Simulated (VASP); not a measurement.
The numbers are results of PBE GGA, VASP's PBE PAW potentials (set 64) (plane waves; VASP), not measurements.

VASP ran on this input.

**INCAR**
```
! general
SYSTEM  = Sn24O48
PREC    = Normal
ENCUT   = 400
LREAL   = Auto
LASPH   = T

! electronic loop
EDIFF   = 1E-5
NELM    = 100
NELMIN  = 4
ALGO    = Fast
LMAXMIX = 4

! smearing
ISMEAR  = 0
SIGMA   = 0.05

! functional
GGA     = PE

! ions
IBRION  = 2
NSW     = 20
ISIF    = 2
EDIFFG  = -0.03

! output
LWAVE   = T
LCHARG  = F
```

**POSCAR**
```
Sn24O48
1.0
  9.6498236311   0.0000000000   0.0000000000
  0.0000000000   9.6498236311   0.0000000000
  0.0000000000   0.0000000000   9.7143058054
Sn O
24 48
Cartesian
  0.0000000000   0.0000000000   0.0000000000
  2.4124559078   2.4124559078   1.6190542057
  0.0000000000   0.0000000000   3.2380986970
  2.4124559078   2.4124559078   4.8571529027
  0.0000000000   0.0000000000   6.4762071084
  2.4124559078   2.4124559078   8.0952515997
  0.0000000000   4.8249118156   0.0000000000
  2.4124559078   7.2373677233   1.6190542057
  0.0000000000   4.8249118156   3.2380986970
  2.4124559078   7.2373677233   4.8571529027
  0.0000000000   4.8249118156   6.4762071084
  2.4124559078   7.2373677233   8.0952515997
  4.8249118156   0.0000000000   0.0000000000
  7.2373677233   2.4124559078   1.6190542057
  4.8249118156   0.0000000000   3.2380986970
  7.2373677233   2.4124559078   4.8571529027
  4.8249118156   0.0000000000   6.4762071084
  7.2373677233   2.4124559078   8.0952515997
  4.8249118156   4.8249118156   0.0000000000
  7.2373677233   7.2373677233   1.6190542057
  4.8249118156   4.8249118156   3.2380986970
  7.2373677233   7.2373677233   4.8571529027
  4.8249118156   4.8249118156   6.4762071084
  7.2373677233   7.2373677233   8.0952515997
  1.4812479274   1.4812479274   0.0000000000
  3.8937038351   0.9312079804   1.6190542057
  0.9312079804   3.8937038351   1.6190542057
  3.3436638882   3.3436638882   0.0000000000
  1.4812479274   1.4812479274   3.2380986970
  3.8937038351   0.9312079804   4.8571529027
  0.9312079804   3.8937038351   4.8571529027
  3.3436638882   3.3436638882   3.2380986970
  1.4812479274   1.4812479274   6.4762071084
  3.8937038351   0.9312079804   8.0952515997
  0.9312079804   3.8937038351   8.0952515997
  3.3436638882   3.3436638882   6.4762071084
  1.4812479274   6.3061597429   0.0000000000
  3.8937038351   5.7561197960   1.6190542057
  0.9312079804   8.7186156507   1.6190542057
  3.3436638882   8.1685757037   0.0000000000
  1.4812479274   6.3061597429   3.2380986970
  3.8937038351   5.7561197960   4.8571529027
  0.9312079804   8.7186156507   4.8571529027
  3.3436638882   8.1685757037   3.2380986970
  1.4812479274   6.3061597429   6.4762071084
  3.8937038351   5.7561197960   8.0952515997
  0.9312079804   8.7186156507   8.0952515997
  3.3436638882   8.1685757037   6.4762071084
  6.3061597429   1.4812479274   0.0000000000
  8.7186156507   0.9312079804   1.6190542057
  5.7561197960   3.8937038351   1.6190542057
  8.1685757037   3.3436638882   0.0000000000
  6.3061597429   1.4812479274   3.2380986970
  8.7186156507   0.9312079804   4.8571529027
  5.7561197960   3.8937038351   4.8571529027
  8.1685757037   3.3436638882   3.2380986970
  6.3061597429   1.4812479274   6.4762071084
  8.7186156507   0.9312079804   8.0952515997
  5.7561197960   3.8937038351   8.0952515997
  8.1685757037   3.3436638882   6.4762071084
  6.3061597429   6.3061597429   0.0000000000
  8.7186156507   5.7561197960   1.6190542057
  5.7561197960   8.7186156507   1.6190542057
  8.1685757037   8.1685757037   0.0000000000
  6.3061597429   6.3061597429   3.2380986970
  8.7186156507   5.7561197960   4.8571529027
  5.7561197960   8.7186156507   4.8571529027
  8.1685757037   8.1685757037   3.2380986970
  6.3061597429   6.3061597429   6.4762071084
  8.7186156507   5.7561197960   8.0952515997
  5.7561197960   8.7186156507   8.0952515997
  8.1685757037   8.1685757037   6.4762071084
```

**KPOINTS**
```
kpoints
0
gamma
1 1 1
```

POTCAR, in this order: Sn O (PBE.64 set). Program: vasp_gam.

Output of the run:

**OSZICAR**
```
       N       E                     dE             d eps       ncg     rms          rms(c)
DAV:   1     0.380570481027E+04    0.38057E+04   -0.18760E+05   468   0.132E+03
DAV:   2    -0.103378451747E+03   -0.39091E+04   -0.37585E+04   648   0.353E+02
DAV:   3    -0.515680886421E+03   -0.41230E+03   -0.40673E+03   528   0.126E+02
DAV:   4    -0.527535820728E+03   -0.11855E+02   -0.11750E+02   576   0.212E+01
DAV:   5    -0.527832476019E+03   -0.29666E+00   -0.29533E+00   528   0.320E+00    0.550E+01
RMM:   6    -0.450249449597E+03    0.77583E+02   -0.32065E+02   460   0.319E+01    0.216E+01
RMM:   7    -0.451266134540E+03   -0.10167E+01   -0.36059E+01   462   0.882E+00    0.117E+01
RMM:   8    -0.450249076570E+03    0.10171E+01   -0.43068E+00   460   0.441E+00    0.248E+00
RMM:   9    -0.450326452941E+03   -0.77376E-01   -0.14984E+00   499   0.205E+00    0.101E+00
RMM:  10    -0.450364263205E+03   -0.37810E-01   -0.39651E-01   501   0.996E-01    0.786E-01
RMM:  11    -0.450351553884E+03    0.12709E-01   -0.82760E-02   460   0.558E-01    0.561E-02
RMM:  12    -0.450353028087E+03   -0.14742E-02   -0.14685E-02   503   0.204E-01    0.103E-01
RMM:  13    -0.450353015581E+03    0.12506E-04   -0.22851E-03   518   0.776E-02    0.413E-02
RMM:  14    -0.450353023936E+03   -0.83550E-05   -0.49755E-04   496   0.339E-02    0.106E-02
RMM:  15    -0.450353034074E+03   -0.10138E-04   -0.80006E-05   384   0.156E-02    0.139E-02
RMM:  16    -0.450353030403E+03    0.36711E-05   -0.37881E-05   335   0.108E-02
   1 F= -.45035303E+03 E0= -.45035303E+03  d E =-.450353E+03
       N       E                     dE             d eps       ncg     rms          rms(c)
DAV:   1    -0.450352765865E+03    0.26821E-03   -0.31404E+00   568   0.442E+00    0.303E-01
RMM:   2    -0.450358565842E+03   -0.58000E-02   -0.64473E-02   460   0.553E-01    0.124E-01
RMM:   3    -0.450358697528E+03   -0.13169E-03   -0.62632E-03   490   0.170E-01    0.748E-02
RMM:   4    -0.450358580382E+03    0.11715E-03   -0.12351E-03   460   0.761E-02    0.129E-02
RMM:   5    -0.450358606448E+03   -0.26066E-04   -0.26214E-04   496   0.279E-02    0.877E-03
RMM:   6    -0.450358609852E+03   -0.34043E-05   -0.21985E-05   285   0.104E-02
   2 F= -.45035861E+03 E0= -.45035861E+03  d E =-.557945E-02
```

OUTCAR:
```
------------------------ aborting loop because EDIFF is reached ----------------------------------------
  FORCE on cell =-STRESS in cart. coord.  units (eV):
  Direction    XX          YY          ZZ          XY          YZ          ZX
  --------------------------------------------------------------------------------------
  Total      -31.0423854    -31.0423854    -27.2404709     -0.0000000      0.0000000      0.0000000
  in kB      -54.9813180    -54.9813180    -48.2474839     -0.0000000      0.0000000      0.0000000
  external PRESSURE =     -52.7367066 kB  Pullay stress =       0.0000000 kB
  volume of cell :      904.59
      direct lattice vectors                 reciprocal lattice vectors
     9.649823631  0.000000000  0.000000000     0.103628837  0.000000000  0.000000000
     0.000000000  9.649823631  0.000000000     0.000000000  0.103628837  0.000000000
     0.000000000  0.000000000  9.714305805     0.000000000  0.000000000  0.102940964
 POSITION                                       TOTAL-FORCE (eV/Angst)
 -----------------------------------------------------------------------------------
      9.64982      9.64982      0.00000        -0.000000     -0.000000      0.000000
      2.41246      2.41246      1.61905        -0.000000     -0.000000     -0.000000
      9.64982      9.64982      3.23810        -0.000000     -0.000000      0.000000
      2.41246      2.41246      4.85715        -0.000000     -0.000000     -0.000000
      9.64982      9.64982      6.47621        -0.000000     -0.000000     -0.000000
      2.41246      2.41246      8.09525        -0.000000     -0.000000     -0.000000
      9.64982      4.82491      9.71431        -0.000000     -0.000000      0.000000
      2.41246      7.23737      1.61905        -0.000000     -0.000000     -0.000000
      9.64982      4.82491      3.23810        -0.000000     -0.000000     -0.000000
      2.41246      7.23737      4.85715        -0.000000     -0.000000      0.000000
      9.64982      4.82491      6.47621        -0.000000     -0.000000     -0.000000
      2.41246      7.23737      8.09525        -0.000000     -0.000000     -0.000000
      4.82491      9.64982      0.00000        -0.000000     -0.000000     -0.000000
      7.23737      2.41246      1.61905        -0.000000     -0.000000     -0.000000
      4.82491      9.64982      3.23810        -0.000000     -0.000000     -0.000000
      7.23737      2.41246      4.85715        -0.000000     -0.000000      0.000000
      4.82491      9.64982      6.47621        -0.000000     -0.000000     -0.000000
      7.23737      2.41246      8.09525        -0.000000     -0.000000     -0.000000
      4.82491      4.82491      0.00000        -0.000000     -0.000000      0.000000
      7.23737      7.23737      1.61905        -0.000000     -0.000000     -0.000000
      4.82491      4.82491      3.23810        -0.000000     -0.000000      0.000000
      7.23737      7.23737      4.85715        -0.000000     -0.000000     -0.000000
      4.82491      4.82491      6.47621        -0.000000     -0.000000      0.000000
      7.23737      7.23737      8.09525        -0.000000     -0.000000     -0.000000
      1.47883      1.47883      9.71431         0.001879      0.001879      0.000000
      3.89128      0.93363      1.61905         0.001879     -0.001879     -0.000000
      0.93363      3.89128      1.61905        -0.001879      0.001879      0.000000
      3.34608      3.34608      0.00000        -0.001879     -0.001879      0.000000
      1.47883      1.47883      3.23810         0.001879      0.001879      0.000000
      3.89128      0.93363      4.85715         0.001879     -0.001879      0.000000
      0.93363      3.89128      4.85715        -0.001879      0.001879      0.000000
      3.34608      3.34608      3.23810        -0.001879     -0.001879      0.000000
      1.47883      1.47883      6.47621         0.001879      0.001879     -0.000000
      3.89128      0.93363      8.09525         0.001879     -0.001879      0.000000
      0.93363      3.89128      8.09525        -0.001879      0.001879     -0.000000
      3.34608      3.34608      6.47621        -0.001879     -0.001879      0.000000
      1.47883      6.30374      0.00000         0.001879      0.001879      0.000000
      3.89128      5.75854      1.61905         0.001879     -0.001879     -0.000000
      0.93363      8.71619      1.61905        -0.001879      0.001879     -0.000000
      3.34608      8.17100      0.00000        -0.001879     -0.001879     -0.000000
      1.47883      6.30374      3.23810         0.001879      0.001879      0.000000
      3.89128      5.75854      4.85715         0.001879     -0.001879      0.000000
      0.93363      8.71619      4.85715        -0.001879      0.001879     -0.000000
      3.34608      8.17100      3.23810        -0.001879     -0.001879      0.000000
      1.47883      6.30374      6.47621         0.001879      0.001879      0.000000
      3.89128      5.75854      8.09525         0.001879     -0.001879     -0.000000
      0.93363      8.71619      8.09525        -0.001879      0.001879      0.000000
      3.34608      8.17100      6.47621        -0.001879     -0.001879      0.000000
      6.30374      1.47883      9.71431         0.001879      0.001879      0.000000
      8.71619      0.93363      1.61905         0.001879     -0.001879     -0.000000
      5.75854      3.89128      1.61905        -0.001879      0.001879      0.000000
      8.17100      3.34608      9.71431        -0.001879     -0.001879      0.000000
      6.30374      1.47883      3.23810         0.001879      0.001879      0.000000
      8.71619      0.93363      4.85715         0.001879     -0.001879     -0.000000
      5.75854      3.89128      4.85715        -0.001879      0.001879      0.000000
      8.17100      3.34608      3.23810        -0.001879     -0.001879     -0.000000
      6.30374      1.47883      6.47621         0.001879      0.001879     -0.000000
      8.71619      0.93363      8.09525         0.001879     -0.001879      0.000000
      5.75854      3.89128      8.09525        -0.001879      0.001879     -0.000000
      8.17100      3.34608      6.47621        -0.001879     -0.001879      0.000000
      6.30374      6.30374      0.00000         0.001879      0.001879      0.000000
      8.71619      5.75854      1.61905         0.001879     -0.001879     -0.000000
      5.75854      8.71619      1.61905        -0.001879      0.001879      0.000000
      8.17100      8.17100      9.71431        -0.001879     -0.001879     -0.000000
      6.30374      6.30374      3.23810         0.001879      0.001879      0.000000
      8.71619      5.75854      4.85715         0.001879     -0.001879      0.000000
      5.75854      8.71619      4.85715        -0.001879      0.001879     -0.000000
      8.17100      8.17100      3.23810        -0.001879     -0.001879     -0.000000
      6.30374      6.30374      6.47621         0.001879      0.001879      0.000000
      8.71619      5.75854      8.09525         0.001879     -0.001879     -0.000000
      5.75854      8.71619      8.09525        -0.001879      0.001879     -0.000000
      8.17100      8.17100      6.47621        -0.001879     -0.001879      0.000000
 -----------------------------------------------------------------------------------
    total drift:                                0.000000      0.000000      0.000000
  FREE ENERGIE OF THE ION-ELECTRON SYSTEM (eV)
  ---------------------------------------------------
  free  energy   TOTEN  =      -450.3586098522 eV

  energy  without entropy=     -450.3586098522  energy(sigma->0) =     -450.35860985

 reached required accuracy - stopping structural energy minimisation
```
(Selected blocks of OUTCAR.)

CONTCAR:
```
Sn24O48
   1.00000000000000
     9.6498236311000003    0.0000000000000000    0.0000000000000000
     0.0000000000000000    9.6498236311000003    0.0000000000000000
     0.0000000000000000    0.0000000000000000    9.7143058054000004
  Sn              O
    24    48
Direct
     1.0000000000000000    1.0000000000000000    0.0000000000000000
     0.2500000000000000    0.2500000000000000    0.1666669999999968
     1.0000000000000000    1.0000000000000000    0.3333330000000032
     0.2500000000000000    0.2500000000000000    0.5000000000000000
     1.0000000000000000    1.0000000000000000    0.6666669999999968
     0.2500000000000000    0.2500000000000000    0.8333330000000032
     1.0000000000000000    0.5000000000000000    1.0000000000000000
     0.2500000000000000    0.7500000000000000    0.1666669999999968
     1.0000000000000000    0.5000000000000000    0.3333330000000032
     0.2500000000000000    0.7500000000000000    0.5000000000000000
     1.0000000000000000    0.5000000000000000    0.6666669999999968
     0.2500000000000000    0.7500000000000000    0.8333330000000032
     0.5000000000000000    1.0000000000000000    0.0000000000000000
     0.7500000000000000    0.2500000000000000    0.1666669999999968
     0.5000000000000000    1.0000000000000000    0.3333330000000032
     0.7500000000000000    0.2500000000000000    0.5000000000000000
     0.5000000000000000    1.0000000000000000    0.6666669999999968
     0.7500000000000000    0.2500000000000000    0.8333330000000032
     0.5000000000000000    0.5000000000000000    0.0000000000000000
     0.7500000000000000    0.7500000000000000    0.1666669999999968
     0.5000000000000000    0.5000000000000000    0.3333330000000032
     0.7500000000000000    0.7500000000000000    0.5000000000000000
     0.5000000000000000    0.5000000000000000    0.6666669999999968
     0.7500000000000000    0.7500000000000000    0.8333330000000032
     0.1532491255299081    0.1532491255299081    1.0000000000000000
     0.4032491255299081    0.0967508744700919    0.1666669999999968
     0.0967508744700919    0.4032491255299081    0.1666669999999968
     0.3467508744700919    0.3467508744700919    0.0000000000000000
     0.1532491255299081    0.1532491255299081    0.3333330000000032
     0.4032491255299081    0.0967508744700919    0.5000000000000000
     0.0967508744700919    0.4032491255299081    0.5000000000000000
     0.3467508744700919    0.3467508744700919    0.3333330000000032
     0.1532491255299081    0.1532491255299081    0.6666669999999968
     0.4032491255299081    0.0967508744700919    0.8333330000000032
     0.0967508744700919    0.4032491255299081    0.8333330000000032
     0.3467508744700919    0.3467508744700919    0.6666669999999968
     0.1532491255299081    0.6532491255299081    0.0000000000000000
     0.4032491255299081    0.5967508744700919    0.1666669999999968
     0.0967508744700919    0.9032491255299081    0.1666669999999968
     0.3467508744700919    0.8467508744700919    0.0000000000000000
     0.1532491255299081    0.6532491255299081    0.3333330000000032
     0.4032491255299081    0.5967508744700919    0.5000000000000000
     0.0967508744700919    0.9032491255299081    0.5000000000000000
     0.3467508744700919    0.8467508744700919    0.3333330000000032
     0.1532491255299081    0.6532491255299081    0.6666669999999968
     0.4032491255299081    0.5967508744700919    0.8333330000000032
     0.0967508744700919    0.9032491255299081    0.8333330000000032
     0.3467508744700919    0.8467508744700919    0.6666669999999968
     0.6532491255299081    0.1532491255299081    1.0000000000000000
     0.9032491255299081    0.0967508744700919    0.1666669999999968
     0.5967508744700919    0.4032491255299081    0.1666669999999968
     0.8467508744700919    0.3467508744700919    1.0000000000000000
     0.6532491255299081    0.1532491255299081    0.3333330000000032
     0.9032491255299081    0.0967508744700919    0.5000000000000000
     0.5967508744700919    0.4032491255299081    0.5000000000000000
     0.8467508744700919    0.3467508744700919    0.3333330000000032
     0.6532491255299081    0.1532491255299081    0.6666669999999968
     0.9032491255299081    0.0967508744700919    0.8333330000000032
     0.5967508744700919    0.4032491255299081    0.8333330000000032
     0.8467508744700919    0.3467508744700919    0.6666669999999968
     0.6532491255299081    0.6532491255299081    0.0000000000000000
     0.9032491255299081    0.5967508744700919    0.1666669999999968
     0.5967508744700919    0.9032491255299081    0.1666669999999968
     0.8467508744700919    0.8467508744700919    1.0000000000000000
     0.6532491255299081    0.6532491255299081    0.3333330000000032
     0.9032491255299081    0.5967508744700919    0.5000000000000000
     0.5967508744700919    0.9032491255299081    0.5000000000000000
     0.8467508744700919    0.8467508744700919    0.3333330000000032
     0.6532491255299081    0.6532491255299081    0.6666669999999968
     0.9032491255299081    0.5967508744700919    0.8333330000000032
     0.5967508744700919    0.9032491255299081    0.8333330000000032
     0.8467508744700919    0.8467508744700919    0.6666669999999968
```

At this cut-off the stress carries a Pulay error, which pulls relaxed volumes low. The supercell is sampled at Γ alone, which is coarse: total energies, pressure and levels can be off, energies of defects by several tenths of an eV.

The cell is a supercell, built from SnO2 (rutile).
